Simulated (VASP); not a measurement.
The system is WF.

```
W F
1.0
     1.36589    0.78860    5.06960
    -1.36589    0.78860    5.06960
     0.00000   -1.57719    5.06960
W F
1 1
Direct
  0.81412 0.81412 0.81412
  0.93712 0.93712 0.93712
```

The cell was built by a generator and needn't be a form met in nature.

```yaml
Program: VASP 6.6.1
Task: relaxation of cell and atoms
Functional: PBE
Potentials_or_basis: VASP PAW PBE potentials, release 64 (W_sv, F)
Cutoff: 600 eV
k_mesh: 11 × 11 × 11
Occupations: gaussian, width 0.05 eV
Spin: no spin polarisation
```

At the start: pressure 1.6 GPa; volume 16.38 Å³/atom.

Q: Where does the relaxation end?

A: Over 21 steps the energy falls by 3.4 meV/atom and the volume is 15.82 Å³/atom (-3.4 %); space group R3m (No. 160, to 0.05 Å).

The path:
| step | energy change (eV) | largest force (eV/Å) | pressure (GPa) | volume (Å³) |
| --- | --- | --- | --- | --- |
| 1 | 0.0000 | 0.3965 | 1.62 | 32.76 |
| 2 | 0.0357 | 1.2285 | -5.42 | 33.55 |
| 3 | -0.0025 | 0.0184 | 0.04 | 32.92 |
| 4 | -0.0025 | 0.0288 | 0.07 | 32.91 |
| 5 | -0.0029 | 0.0494 | -0.41 | 32.97 |
| 6 | -0.0029 | 0.0500 | -0.42 | 32.97 |
| 7 | -0.0034 | 0.0574 | -0.34 | 32.88 |
| 8 | -0.0045 | 0.0840 | -0.10 | 32.60 |
| 9 | -0.0058 | 0.1540 | 0.58 | 32.04 |
| 10 | -0.0060 | 0.1173 | 0.46 | 32.01 |
| 11 | -0.0064 | 0.0119 | 0.12 | 31.92 |
| 12 | -0.0065 | 0.0249 | 0.00 | 31.89 |
| 13 | -0.0065 | 0.0267 | -0.05 | 31.87 |
| 14 | -0.0066 | 0.0301 | -0.12 | 31.82 |
| 15 | -0.0067 | 0.0337 | -0.29 | 31.72 |
| 16 | -0.0067 | 0.0172 | -0.04 | 31.66 |
| 17 | -0.0067 | 0.0117 | -0.06 | 31.67 |
| 18 | -0.0067 | 0.0069 | -0.09 | 31.67 |
| 19 | -0.0067 | 0.0032 | -0.08 | 31.66 |
| 20 | -0.0067 | 0.0057 | 0.09 | 31.62 |
| 21 | -0.0067 | 0.0001 | 0.07 | 31.64 |

Final structure:
```cif
data_structure
_symmetry_space_group_name_H-M 'P 1'
_symmetry_Int_Tables_number 1
_cell_length_a 5.1281
_cell_length_b 5.1281
_cell_length_c 5.1281
_cell_angle_alpha 30.951
_cell_angle_beta 30.951
_cell_angle_gamma 30.951
_cell_volume 31.64
loop_
_atom_site_label
_atom_site_type_symbol
_atom_site_fract_x
_atom_site_fract_y
_atom_site_fract_z
_atom_site_occupancy
W1 W 0.81099 0.81099 0.81099 1
F1 F 0.94025 0.94025 0.94025 1
```

Caveat: an odd number of electrons without spin polarisation forces a metal; a magnetic or distorted state may lie lower.
